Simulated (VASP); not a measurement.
The input files of a VASP run:

KPOINTS:
```
Automatic mesh
0
Gamma
15 15 15
0 0 0
```

File POSCAR:
```
Li
1
   -1.6968551076     1.6968551076     1.6968551076
    1.6968551076    -1.6968551076     1.6968551076
    1.6968551076     1.6968551076    -1.6968551076
Li
1
Direct
  0.0000000000   0.0000000000   0.0000000000
```

**INCAR**
```
SYSTEM = Li
PREC = Accurate; ENCUT = 520; LREAL = .FALSE.
LASPH = .TRUE.
EDIFF = 1E-7; NELM = 100; ALGO = Normal
ISMEAR = 1; SIGMA = 0.1
GGA = PE; IVDW = 11
ISIF = 2
LWAVE = .FALSE.; LCHARG = .FALSE.
```

POTCAR, in this order: Li_sv (PBE.64 set). Program: vasp_std.

Write an equivalent input for Quantum ESPRESSO's pw.x.

One equivalent input (not run):
```
&CONTROL
  calculation = 'scf'
  pseudo_dir = './pseudo'
  outdir = './out'
  tprnfor = .true.
  tstress = .true.
/
&SYSTEM
  ibrav = 0
  nat = 1
  ntyp = 1
  ecutwfc = 74
  occupations = 'smearing'
  smearing = 'methfessel-paxton'
  degauss = 0.00735
  input_dft = 'pbe'
  vdw_corr = 'grimme-d3'
  dftd3_version = 3
  dftd3_threebody = .false.
/
&ELECTRONS
  conv_thr = 7.3e-09
  electron_maxstep = 100
/
ATOMIC_SPECIES
  Li 6.940 Li.upf
CELL_PARAMETERS angstrom
    -1.6968551    1.6968551    1.6968551
     1.6968551   -1.6968551    1.6968551
     1.6968551    1.6968551   -1.6968551
ATOMIC_POSITIONS crystal
  Li   0.0000000  0.0000000  0.0000000
K_POINTS automatic
  15 15 15 0 0 0
```
The two are equivalent in intent, not identical: the potentials are each code's own (VASP's PAW set, PseudoDojo norm-conserving files in pw.x), so ENCUT and ecutwfc are chosen apart and not converted; conv_thr bounds pw.x's estimated SCF error, while EDIFF bounds the energy change between steps.

The compound is Li in the bcc structure. This cell is one point of a volume scan, at 1.03 of the reference volume.
